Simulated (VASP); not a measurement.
These are PBE GGA with D4 dispersion, VASP's PBE PAW potentials (set 64) (plane waves; VASP) values and carry that method's errors.

Input for VASP

**POSCAR**
```
V
2.6025660
 -0.5773502707   0.5773502707   0.5773502707
  0.5773502707  -0.5773502707   0.5773502707
  0.5773502707   0.5773502707  -0.5773502707
V
1
Cartesian
  0.0000000000   0.0000000000   0.0000000000
```

INCAR:
```
SYSTEM=V
PREC=Accurate; ENCUT=520; LREAL=F
LASPH=T
EDIFF=1E-7; NELM=100; ALGO=Normal
LMAXMIX=4
ISMEAR=1; SIGMA=0.1
GGA=PE; IVDW=13
ISIF=2
LWAVE=F; LCHARG=F
```

**KPOINTS**
```
Automatic mesh
0
Gamma
17 17 17
0 0 0
```

POTCAR, in this order: V_sv (PBE.64 set). Program: vasp_std.

Output

**OSZICAR**
```
       N       E                     dE             d eps       ncg     rms          rms(c)
DAV:   1     0.833101605847E+02    0.83310E+02   -0.73450E+03  3308   0.141E+03
DAV:   2    -0.900027260922E+01   -0.92310E+02   -0.90185E+02  3398   0.364E+02
DAV:   3    -0.103935669822E+02   -0.13933E+01   -0.13808E+01  3482   0.532E+01
DAV:   4    -0.104022962861E+02   -0.87293E-02   -0.87264E-02  3336   0.446E+00
DAV:   5    -0.104024065198E+02   -0.11023E-03   -0.11023E-03  3434   0.487E-01    0.182E+01
DAV:   6    -0.901598426969E+01    0.13864E+01   -0.56745E+00  3314   0.356E+01    0.162E+00
DAV:   7    -0.899765141638E+01    0.18333E-01   -0.20956E-02  3320   0.223E+00    0.907E-01
DAV:   8    -0.898926425600E+01    0.83872E-02   -0.65638E-03  3334   0.140E+00    0.600E-02
DAV:   9    -0.898930724447E+01   -0.42988E-04   -0.64716E-05  3330   0.137E-01    0.327E-02
DAV:  10    -0.898931124392E+01   -0.39994E-05   -0.69993E-06  3328   0.322E-02    0.185E-03
DAV:  11    -0.898931204943E+01   -0.80551E-06   -0.16735E-07  2708   0.641E-03    0.823E-04
DAV:  12    -0.898931236458E+01   -0.31514E-06   -0.26711E-08  1658   0.287E-03    0.392E-04
DAV:  13    -0.898931238282E+01   -0.18248E-07   -0.33627E-09  1650   0.924E-04
   1 F= -.93145095E+01 E0= -.93141626E+01  d E =-.104079E-02
```

OUTCAR:
```
------------------------ aborting loop because EDIFF is reached ----------------------------------------
  Edisp (eV):   -0.32520
  FORCE on cell =-STRESS in cart. coord.  units (eV):
  Direction    XX          YY          ZZ          XY          YZ          ZX
  --------------------------------------------------------------------------------------
  Total      -0.41206    -0.41206    -0.41206    -0.00000    -0.00000     0.00000
  in kB     -48.65026   -48.65026   -48.65026    -0.00000    -0.00000     0.00000
  external pressure =      -48.65 kB  Pullay stress =        0.00 kB
  volume of cell :       13.57
      direct lattice vectors                 reciprocal lattice vectors
    -1.502592185  1.502592185  1.502592185     0.000000000  0.332758286  0.332758286
     1.502592185 -1.502592185  1.502592185     0.332758286  0.000000000  0.332758286
     1.502592185  1.502592185 -1.502592185     0.332758286  0.332758286  0.000000000
 POSITION                                       TOTAL-FORCE (eV/Angst)
 -----------------------------------------------------------------------------------
      0.00000      0.00000      0.00000        -0.000000      0.000000     -0.000000
 -----------------------------------------------------------------------------------
    total drift:                                0.000000      0.000000      0.000000
  FREE ENERGIE OF THE ION-ELECTRON SYSTEM (eV)
  ---------------------------------------------------
  free  energy   TOTEN  =        -9.3145095020 eV

  energy  without entropy=       -9.3134687117  energy(sigma->0) =       -9.31416257
```
(Selected blocks of OUTCAR.)

The compound is V in the bcc structure. This cell is one point of a volume scan, at 1.03 of the reference volume. The run is not spin-polarised, so no magnetic state was tried.
